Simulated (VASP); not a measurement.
Here is the system:

```
CELL_PARAMETERS angstrom
      2.68708     0.00000     0.00000
      0.00000     2.68708     0.00000
      0.00000     0.00000     3.68130
ATOMIC_POSITIONS crystal
  Fe 0.00000 0.00000 0.00000
  Pt 0.50000 0.50000 0.50000
```

Computed with PBE GGA, VASP's PBE PAW potentials (set 64) (plane waves; VASP 6.6.1). Settings: 300 eV cut-off, 12×12×9 Γ-centred mesh, Gaussian smearing of 0.10 eV, potentials Fe Pt.

At this cut-off the stress carries a Pulay error, which pulls relaxed volumes low. The run has a spin-polarised start.

Problem. Give the stress tensor in GPa (positive for a compressed cell).

Solution. 
```
11.16   0.00   0.00
 0.00  11.16   0.00
 0.00   0.00  12.14
```
The pressure is its mean diagonal, 11.49 GPa.

The structure comes from a computed database's FePt entry; how it stands against other phases isn't given here. The cell was not relaxed at this level.
